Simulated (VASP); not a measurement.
Data:

```xyz
2
Lattice="0.0000 2.9183 2.9183 2.9183 0.0000 2.9183 2.9183 2.9183 0.0000" Properties=species:S:1:pos:R:3 pbc="T T T"
Cd     0.0000     0.0000     0.0000
S      1.4591     1.4591     1.4591
```

All values below come from PBEsol GGA, VASP's PBE PAW potentials (set 64) (plane waves; VASP). Settings: 500 eV cut-off, 8×8×8 Γ-centred mesh, Gaussian smearing of 0.050 eV, potentials Cd S.

Question: What does the run give for the energy per atom (σ→0), band gap (on the k-mesh) with the smallest direct gap where there is one?

Answer: 
```
Quantity                                              Value
-----------------------------------  ----------------------
band gap (on the k-mesh)                            1.00 eV
smallest direct gap (on the k-mesh)                 1.00 eV
energy per atom (σ→0)                -328.7 kJ/mol of atoms
```

Only differences to runs with the same potentials and settings are physical.

The structure was generated: CdS was put into the zinc blende type (F-43m), which need not be its known phase. It was relaxed first.
